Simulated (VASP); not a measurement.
Here is the system:

```
LiBr
1.0
    0.00000     2.72184     2.72184
    2.72184     0.00000     2.72184
    2.72184     2.72184     0.00000
Li Br
1 1
Direct
  0.00000   0.00000   0.00000
  0.50000   0.50000   0.50000
```

Calculation: vdW-DF-cx, VASP's PBE PAW potentials (set 64) (plane waves; VASP). Numerical set-up: 520 eV cut-off, 9×9×9 Γ-centred mesh, tetrahedra with Blöchl corrections, potentials Li_sv Br.

Estimate the energy per atom (σ→0), band gap (on the k-mesh) with the smallest direct gap where there is one.

```yaml
band gap (on the k-mesh): 5.11 eV
smallest direct gap (on the k-mesh): 5.11 eV
energy per atom (σ→0): -2.066 eV/atom
```

The absolute energy has meaning only against runs of the same code, potentials and settings.

The compound is LiBr in the rock salt structure. It was relaxed first.
